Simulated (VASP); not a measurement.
```xyz
3
Lattice="0.0000 2.4976 2.4976 2.4976 0.0000 2.4976 2.4976 2.4976 0.0000" Properties=species:S:1:pos:R:3 pbc="T T T"
Zr     0.0000     0.0000     0.0000
O      1.2488     1.2488     1.2488
O      3.7463     3.7463     3.7463
```

Level of theory: PBE GGA, VASP's PBE PAW potentials (set 64) (plane waves; VASP 6.6.1). Run with 620 eV cut-off, 8×8×8 Γ-centred mesh, Gaussian smearing of 0.050 eV, potentials Zr_sv O.

Energy and stress use the plane-wave basis of the starting cell.

Q: The ions, cell shape and volume at an external pressure of 30.0 GPa are relaxed. Give the cell that the relaxation ends in.

A: 
```xyz
3
Lattice="0.0000 2.4730 2.4730 2.4730 0.0000 2.4730 2.4730 2.4730 0.0000" Properties=species:S:1:pos:R:3 pbc="T T T"
Zr     0.0000     0.0000     0.0000
O      1.2365     1.2365     1.2365
O      3.7095     3.7095     3.7095
```
Space group Fm-3m (225), at a tolerance of 0.03 Å.

Q: How do energy and volume change from the first to the last step?

A: The energy (σ→0) changes by +46.7 meV/atom and the volume by -2.9 %, in 3 ionic steps.

The compound is ZrO2 in the fluorite structure, the high-temperature cubic form, which is unstable at 0 K; the monoclinic form is the stable one. This run relaxes it under an external pressure of 30 GPa. Symmetry was kept, so distortions that lower it aren't found.
